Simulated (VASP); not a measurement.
# CaPb2F (P4/mmm) in VASP: reference runs

Reference runs on CaPb2F: the cell as given.

Everything below comes from runs of VASP 6.6.1. Logs are shortened: lines on timing, memory, paths and dates and some standing lists are left out, and cuts for length are marked.

## (1) The structure

It takes space group P4/mmm (No. 123, tetragonal). Conventional cell: a = 4.232 Å, b = 4.232 Å, c = 6.143 Å, α = 90.00°, β = 90.00°, γ = 90.00°. Around Ca (site symmetry 4/mmm) lie 4 F at 2.99 Å. Pb (site symmetry mmm) is surrounded by 4 Pb at 2.99 Å. F (site symmetry 4/mmm) has 4 Ca at 2.99 Å as nearest neighbours.

The cell was built by a generator and needn't be a form met in nature.

## (2) Single point, PBE

File INCAR:

```
SYSTEM = CaPb2F
  PREC = Accurate
  ENCUT = 520
  EDIFF = 1E-7
  ISMEAR = -1
  SIGMA = 0.05
  LREAL = .FALSE.
  LASPH = .TRUE.
  NELM = 60
  ALGO = Normal
  ISIF = 2
  LWAVE = .FALSE.
  LCHARG = .FALSE.
  GGA = PE
  NBANDS = 30
```

File KPOINTS:

```
Automatic mesh
0
G
  6 6 5
  0 0 0
```

File POSCAR:

```
CaPb2F
1.0
    4.2320600000      0.0000000000      0.0000000000
    0.0000000000      4.2320600000      0.0000000000
    0.0000000000      0.0000000000      6.1433600000
Ca Pb F
1 2 1
Direct
    0.0000000000      0.0000000000      0.0000000000
    0.0000000000      0.5000000000      0.5000000000
    0.5000000000      0.0000000000      0.5000000000
    0.5000000000      0.5000000000      0.0000000000
```

Potentials or basis: VASP PAW PBE potentials, release 64 (Ca_sv, Pb_d, F).

Launch:

```sh
> cat potpaw_PBE.64/Ca_sv/POTCAR potpaw_PBE.64/Pb_d/POTCAR potpaw_PBE.64/F/POTCAR > POTCAR
> mpirun -np 1 vasp_std > vasp.out
```

OUTCAR:

```text
SYSTEM = CaPb2F
   PREC = Accurate
   ENCUT = 520
   EDIFF = 1E-7
   ISMEAR = -1
   LREAL = .FALSE.
   LASPH = .TRUE.
   NELM = 60
   ISIF = 2
   GGA = PE

 ion  position               nearest neighbor table
   1  0.000  0.000  0.000-
   2  0.000  0.500  0.500-   3 2.99   3 2.99   3 2.99   3 2.99
   3  0.500  0.000  0.500-   2 2.99   2 2.99   2 2.99   2 2.99
   4  0.500  0.500  0.000-

  LATTYP: Found a simple tetragonal cell.
 ALAT       =     4.2320600000
 C/A-ratio  =     1.4516240318

  Lattice vectors:

 A1 = (   4.2320600000,   0.0000000000,   0.0000000000)
 A2 = (   0.0000000000,   4.2320600000,   0.0000000000)
 A3 = (   0.0000000000,   0.0000000000,   6.1433600000)

Analysis of symmetry for initial positions (statically):
=====================================================================
 Subroutine PRICEL returns:
 Original cell was already a primitive cell.

 Routine SETGRP: Setting up the symmetry group for a
 simple tetragonal supercell.

 Subroutine GETGRP returns: Found 16 space group operations
 (whereof 16 operations were pure point group operations)
 out of a pool of 16 trial point group operations.

The static configuration has the point symmetry D_4h.

Analysis of symmetry for dynamics (positions and initial velocities):
=====================================================================
 Subroutine PRICEL returns:
 Original cell was already a primitive cell.

 Routine SETGRP: Setting up the symmetry group for a
 simple tetragonal supercell.

 Subroutine GETGRP returns: Found 16 space group operations
 (whereof 16 operations were pure point group operations)
 out of a pool of 16 trial point group operations.

The dynamic configuration has the point symmetry D_4h.

 Subroutine INISYM returns: Found 16 space group operations
 (whereof 16 operations are pure point group operations),
 and found     1 'primitive' translations

----------------------------------------------------------------------------------------

                                     Primitive cell

  volume of cell :     110.0296

  direct lattice vectors                    reciprocal lattice vectors
     4.232060000  0.000000000  0.000000000     0.236291546  0.000000000  0.000000000
[... 82 lines left out ...]
   ISTART =      0    job   : 0-new  1-cont  2-samecut
   ICHARG =      2    charge: 1-file 2-atom 10-const
   ISPIN  =      1    spin polarized calculation?
   LNONCOLLINEAR =      F non collinear calculations
   LSORBIT =      F    spin-orbit coupling
   LASPH  =      T    aspherical Exc in radial PAW
   ENCUT  =  520.0 eV  38.22 Ry    6.18 a.u.   7.87  7.87 11.42*2*pi/ulx,y,z
   NELM   =     60;   NELMIN=  2; NELMDL= -5     # of ELM steps
   EDIFF  = 0.1E-06   stopping-criterion for ELM
   LREAL  =      F    real-space projection
   EDIFFG = 0.1E-05   stopping-criterion for IOM
   NSW    =      0    number of steps for IOM
   IBRION =     -1    ionic relax: 0-MD 1-quasi-New 2-CG
   NFREE  =      0    steps in history (QN), initial steepest desc. (CG)
   ISIF   =      2    stress and relaxation
   ISYM   =      2    0-nonsym 1-usesym 2-fastsym
   POTIM  = 0.5000    time-step for ionic-motion
   TEBEG  =    0.0;   TEEND  =   0.0 temperature during run
   PSTRESS=    0.0 pullay stress
   NELECT =      45.0000    total number of electrons
   NUPDOWN=      -1.0000    fix difference up-down
   EMIN   =  10.00;   EMAX   =-10.00  energy-range for DOS
   EFERMI =   0.00;   METHOD = LEGACY
   ISMEAR =    -1;   SIGMA  =   0.05  broadening in eV -4-tet -1-fermi 0-gaus
   EFERMI_NEDOS =   21; number of points for ismear=-14 and -15
   IALGO  =     38    algorithm
   IMIX   =      4    mixing-type and parameters
     AMIX     =   0.40;   BMIX     =  1.00
     AMIX_MAG =   1.60;   BMIX_MAG =  1.00
  volume/ion in A,a.u.               =      27.51       185.63
  Fermi-wavevector in a.u.,A,eV,Ry     =   1.215185  2.296367 20.091384  1.476675
  Thomas-Fermi vector in A             =   2.350581
   LORBIT       =      0    0 simple, 1 ext, 2 COOP (PROOUT), +10 PAW based schemes
   GGA     = PE    functional components
[... 5 lines left out ...]
 non-spin polarized calculation
  energy-cutoff  :      520.00
  volume of cell :      110.03
 maximum number of plane-waves:      2986
 NGX is ok and might be reduce to    32
   NGX = 15   NGY = 15   NGZ = 23

 number of electron      44.9999998 magnetization

 Free energy of the ion-electron system (eV)
  ---------------------------------------------------
  ext. energy  EPLUGINS =         0.00000000
  ---------------------------------------------------
  free energy    TOTEN  =       -14.69565753 eV

  energy without entropy =      -14.67799775  energy(sigma->0) =      -14.68682764

 E-fermi :   4.5621     XC(G=0):  -9.1607

 val. band max:        4.5233131232   @ k =   0.5000   0.3333   0.2000
 cond. band min:       4.5756001725   @ k =   0.5000   0.5000   0.2000
 fundamental gap:      0.0522870493
 Fermi energy:         4.5621458607

 k-point     1 :       0.0000    0.0000    0.0000
  band No.  band energies     occupation
      1     -37.8411      2.00000
      2     -18.7901      2.00000
      3     -18.7901      2.00000
      4     -18.7754      2.00000
      5     -17.5802      2.00000
      6     -12.8376      2.00000
[... 781 lines left out ...]
     29       8.1157      0.00000
     30       8.4592      0.00000

 [... further k-points ...]

------------------------ aborting loop because EDIFF is reached ----------------------------------------

  FORCE on cell =-STRESS in cart. coord.  units (eV):
  Direction    XX          YY          ZZ          XY          YZ          ZX
  --------------------------------------------------------------------------------------
  -------------------------------------------------------------------------------------
  Total       -0.0409690     -0.0409690      0.0741891      0.0000000     -0.0000000      0.0000000
  in kB       -0.5965624     -0.5965624      1.0802924      0.0000000     -0.0000000      0.0000000
  external PRESSURE =      -0.0376108 kB  Pullay stress =       0.0000000 kB

 VOLUME and BASIS-vectors are now :
 -----------------------------------------------------------------------------
  energy-cutoff  :      520.00
  volume of cell :      110.03
      direct lattice vectors                 reciprocal lattice vectors
     4.232060000  0.000000000  0.000000000     0.236291546  0.000000000  0.000000000
     0.000000000  4.232060000  0.000000000     0.000000000  0.236291546  0.000000000
     0.000000000  0.000000000  6.143360000     0.000000000  0.000000000  0.162777373

 POSITION                                       TOTAL-FORCE (eV/Angst)
 -----------------------------------------------------------------------------------
      0.00000      0.00000      0.00000         0.000000      0.000000      0.000000
      0.00000      2.11603      3.07168         0.000000      0.000000      0.000000
      2.11603      0.00000      3.07168         0.000000      0.000000      0.000000
      2.11603      2.11603      0.00000         0.000000      0.000000      0.000000
 -----------------------------------------------------------------------------------
    total drift:                                0.000000     -0.000000     -0.000000

  FREE ENERGIE OF THE ION-ELECTRON SYSTEM (eV)
  ---------------------------------------------------
  free  energy   TOTEN  =       -14.6956575304 eV

  energy  without entropy=      -14.6779977512  energy(sigma->0) =      -14.68682764
```

OSZICAR:

```text
N       E                     dE             d eps       ncg     rms          rms(c)
DAV:   1     0.539443844506E+03    0.53944E+03   -0.21887E+04  1800   0.164E+03
DAV:   2     0.447212183583E+02   -0.49472E+03   -0.47636E+03  1890   0.460E+02
DAV:   3    -0.132826374036E+02   -0.58004E+02   -0.56824E+02  2396   0.178E+02
DAV:   4    -0.158012853775E+02   -0.25186E+01   -0.24998E+01  2650   0.379E+01
DAV:   5    -0.159451251472E+02   -0.14384E+00   -0.14359E+00  2852   0.706E+00    0.705E+00
DAV:   6    -0.147683622125E+02    0.11768E+01   -0.61505E+00  2218   0.110E+01    0.345E+00
DAV:   7    -0.147192029082E+02    0.49159E-01   -0.43997E-01  2244   0.358E+00    0.179E+00
DAV:   8    -0.146931041595E+02    0.26099E-01   -0.10456E-01  2254   0.232E+00    0.220E-01
DAV:   9    -0.146950550758E+02   -0.19509E-02   -0.15765E-02  2760   0.689E-01    0.146E-01
DAV:  10    -0.146956016781E+02   -0.54660E-03   -0.19146E-03  2290   0.319E-01    0.369E-02
DAV:  11    -0.146956747111E+02   -0.73033E-04   -0.49170E-04  2250   0.148E-01    0.345E-02
DAV:  12    -0.146956569158E+02    0.17795E-04   -0.68304E-05  2406   0.462E-02    0.952E-03
DAV:  13    -0.146956575409E+02   -0.62517E-06   -0.18430E-05  2266   0.188E-02    0.335E-03
DAV:  14    -0.146956578812E+02   -0.34029E-06   -0.54451E-06  1942   0.977E-03    0.397E-03
DAV:  15    -0.146956576144E+02    0.26687E-06   -0.22128E-06  1870   0.601E-03    0.130E-03
DAV:  16    -0.146956575304E+02    0.83923E-07   -0.30978E-07  1878   0.291E-03
   1 F= -.14695658E+02 E0= -.14686828E+02  d E =-.176598E-01
```

stdout:

```text
POSCAR found type information on POSCAR CaPbF
 POSCAR found :  3 types and       4 ions
 scaLAPACK will be used
 LDA part: xc-table for (Slater+PW92), standard interpolation
 POSCAR, INCAR and KPOINTS ok, starting setup
 FFT: planning ... GRIDC
 FFT: planning ... GRID_SOFT
 FFT: planning ... GRID
 WAVECAR not read
 entering main loop
```

Run time: 57 s. Hardware: 1 thread of Intel Xeon Platinum 8488C (Sapphire Rapids), shared host; peak memory 0.27 GiB.

Results:

- Free energy: -14.6957 eV
- Pressure: 0.0 GPa
- Band gap on the k mesh: none (metal or under the smearing width)

Levels at points of the mesh, in eV from the Fermi level:
```csv
k point,band 19,band 20,band 21,band 22,band 23,band 24,band 25,band 26,band 27,band 28
"(0.00, 0.00, 0.00)",-3.90,-3.90,-1.58,-0.86,-0.86,0.75,1.95,2.47,2.73,2.73
"(0.50, 0.00, 0.00)",-4.00,-3.79,-0.34,-0.11,1.45,2.00,2.29,2.32,2.77,2.85
"(0.50, 0.50, 0.00)",-4.03,-4.03,-3.57,-3.46,-0.22,-0.22,2.78,3.47,3.65,3.95
```

Caveat: an odd number of electrons without spin polarisation forces a metal; a magnetic or distorted state may lie lower.
